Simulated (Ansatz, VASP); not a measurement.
Two plane-wave programs on ReSbN

Contents of INCAR:

```
SYSTEM = ReSbN
PREC = Accurate
ENCUT = 520
EDIFF = 1E-7
ISMEAR = -1
SIGMA = 0.05
LREAL = .FALSE.
LASPH = .TRUE.
NELM = 60
ALGO = Normal
ISIF = 2
LWAVE = .FALSE.
LCHARG = .FALSE.
GGA = PE
NBANDS = 26
```

KPOINTS

```
Automatic mesh
0
G
  8 8 3
  0 0 0
```

File POSCAR:

```
ReSbN
1.0
    3.4090879234      0.0000000000      0.0000000000
    0.0000000000      3.4090879234      0.0000000000
    0.0000000000      0.0000000000      8.5349566248
Re Sb N
2 2 2
Direct
    0.0000000000      0.5000000000      0.8732410000
    0.5000000000      0.0000000000      0.1267590000
    0.0000000000      0.5000000000      0.3334580000
    0.5000000000      0.0000000000      0.6665420000
    0.0000000000      0.0000000000      0.0000000000
    0.5000000000      0.5000000000      0.0000000000
```

File input.yaml:

```yaml
crystal:
  lattice:
    - [3.4090879234, 0.0, 0.0]
    - [0.0, 3.4090879234, 0.0]
    - [0.0, 0.0, 8.5349566248]
  atoms:
    - { symbol: Re, position: [0.0, 0.5, 0.873241] }
    - { symbol: Re, position: [0.5, 0.0, 0.126759] }
    - { symbol: Sb, position: [0.0, 0.5, 0.333458] }
    - { symbol: Sb, position: [0.5, 0.0, 0.666542] }
    - { symbol: "N", position: [0.0, 0.0, 0.0] }
    - { symbol: "N", position: [0.5, 0.5, 0.0] }
hamiltonian:
  xc: pbe
  pseudopotentials: { kind: paw }
kpoints:
  mp_grid: { grid: [8, 8, 3] }
scf:
  occupations: { method: fermi_dirac, width: 0.05 }
output:
  forces: true
  stress: true
  eigenvalues: true
  write_density: true
  write_potential: true
  elf: true
  volumetric_format: npy
```

Change from the starting cell: volume scaled by 0.98.

Alike in both runs: task single point; functional PBE; k mesh 8 × 8 × 3; occupations fermi-dirac, width 0.05 eV; no spin polarisation.

|  | VASP | Ansatz |
| --- | --- | --- |
| version | VASP 6.6.1 | Ansatz 0.2.0 |
| potentials or method | VASP PAW PBE potentials, release 64 (Re, Sb, N) | Ansatz PAW |
| plane-wave cutoff (eV) | 520 | 420 |
| valence electrons in the cell | 34 | 70 |

|  | VASP | Ansatz | Ansatz less VASP |
| --- | --- | --- | --- |
| gap on the k mesh at the Fermi level (eV) | none | none | - |
| pressure (GPa) | 3.9 | 2.3 | -1.55 |
| largest component of the traceless stress (GPa) | 0.12 | 0.27 | +0.152 |
| rms of the force components (eV/Å) | 0.164 | 0.036 | -0.1276 |

Atom by atom the forces differ by 0.131 eV/Å (rms over components). A gap of «none» marks a metal or a gap that the smearing closes. The two sets of potentials don't hold the same shells in valence.

The runs have no spin-orbit coupling, so splittings on Re, Sb are missing.
